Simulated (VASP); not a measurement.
Li3MnH: single point with PBE

The system is Li3MnH.

```
CELL_PARAMETERS angstrom
4.05624 0.00000 0.00000
0.00000 4.05624 0.00000
0.00000 0.00000 4.05624
ATOMIC_POSITIONS crystal
Li 0.00000 0.50000 0.50000
Li 0.50000 0.00000 0.50000
Li 0.50000 0.50000 0.00000
Mn 0.00000 0.00000 0.00000
H 0.50000 0.50000 0.50000
```

The cell was built by a generator and needn't be a form met in nature.

The cell isn't the ideal one: species swapped into the Ho3AlC type (Pm-3m, No. 221).

```json
{
  "Program": "VASP 6.6.1",
  "Task": "single point",
  "Functional": "PBE",
  "Potentials or basis": "VASP PAW PBE potentials, release 64 (Li_sv, Mn_pv, H)",
  "Cutoff": "520 eV",
  "k mesh": "10 × 10 × 10",
  "Occupations": "gaussian, width 0.1 eV",
  "Spin": "collinear spin, typed start",
  "Starting moments": "[0.0, 0.0, 0.0, 4.34, 0.0] μB"
}
```

- Band gap on the k mesh: none (metal or under the smearing width)
- Net moment: 3.81 μB per cell
- Site moments: Li -0.02; Mn +3.94; H +0.02 μB
- Valence electrons inside the program's atomic spheres: Li 2.09; Mn 11.38; H 0.51

Levels at points of the mesh, in eV from the Fermi level:
Spin up:
```
           k point  band 10  band 11  band 12  band 13  band 14  band 15  band 16  band 17
(0.00, 0.00, 0.00)    -2.52    -2.52    -2.52    -0.85     1.53     1.53     1.53     6.82
(0.50, 0.00, 0.00)    -2.74    -2.66    -2.51    -2.00     1.68     3.98     3.98     4.35
(0.50, 0.50, 0.00)    -2.68    -2.36    -2.12    -1.38    -0.68    -0.68     5.67     6.55
(0.50, 0.50, 0.50)    -2.84    -2.11    -2.11    -0.14    -0.14    -0.14     0.62     4.35
```
Spin down:
```csv
k point,band 6,band 7,band 8,band 9,band 10,band 11,band 12,band 13,band 14,band 15
"(0.00, 0.00, 0.00)",-45.78,-5.78,-0.41,0.04,0.04,1.35,1.35,1.35,1.58,1.58
"(0.50, 0.00, 0.00)",-45.78,-4.75,-3.36,-0.06,0.58,0.58,1.16,1.39,1.77,4.27
"(0.50, 0.50, 0.00)",-45.79,-4.50,-2.03,-0.75,-0.75,0.87,0.87,1.12,1.18,1.26
"(0.50, 0.50, 0.50)",-45.79,-4.38,-0.21,-0.21,-0.21,0.29,0.29,0.29,1.21,1.21
```

Wall time 2.3 min on 1 thread of Intel(R) Xeon(R) Platinum 8488C (Sapphire Rapids), with other jobs on the host, peak memory 0.27 GiB.
